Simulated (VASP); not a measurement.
AlP (zinc blende): the lattice constant a from VASP (plane waves, PAW) at several levels of theory. Static lattice.

```
level        lattice constant a (Å)  error against measurement
-----------  ----------------------  -------------------------
RPBE                          5.539                     +1.6 %
AM05                          5.476                     +0.5 %
PBE-D3(BJ)                    5.450                     -0.0 %
PBE-D4                        5.450                     -0.0 %
optB88-vdW                    5.499                     +0.9 %
rev-vdW-DF2                   5.490                     +0.7 %
```

Measured: 5.451 Å at 0 K (as given by Daniel Mejia-Rodriguez et al., Physical Review B (2018), arXiv:1807.09216; static lattice: zero-point anharmonic expansion removed).

The cell of the RPBE run:

```
AlP
1.0
    0.00000     2.76951     2.76951
    2.76951     0.00000     2.76951
    2.76951     2.76951     0.00000
Al P
1 1
Direct
  0.00000   0.00000   0.00000
  0.25000   0.25000   0.25000
```

Only levels that ran to the end are used. Left out are those held back, those with too coarse a band path, GW runs whose mesh misses a band edge, hybrids' fits of cells that aren't cubic and levels without matching references; a question may draw on a part of the rest.

The compound is AlP in the zinc blende structure.
